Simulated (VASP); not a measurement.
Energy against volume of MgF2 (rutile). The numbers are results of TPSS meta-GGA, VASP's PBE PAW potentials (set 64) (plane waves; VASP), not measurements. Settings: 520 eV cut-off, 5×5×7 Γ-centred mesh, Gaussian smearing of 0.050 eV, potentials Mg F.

Shape and ions are relaxed at each volume.

```csv
V (Å³/atom),E (eV/atom)
10.725,-8.31625
11.056,-8.32175
11.388,-8.32127
11.720,-8.31550
```

Problem. Fit these four points and predict the energy of the run at 10.393 Å³/atom.

Solution. A cubic in V^(−2/3), the third-order Birch-Murnaghan form, passes through the four points with V0 = 11.19 Å³/atom and B0 = 93 GPa, and gives -8.3039 eV/atom there. The run gave -8.3035 eV/atom, +0.5 meV/atom from the fit; all five points give B0 = 93 GPa.

The compound is MgF2 in the rutile structure. It was relaxed first.
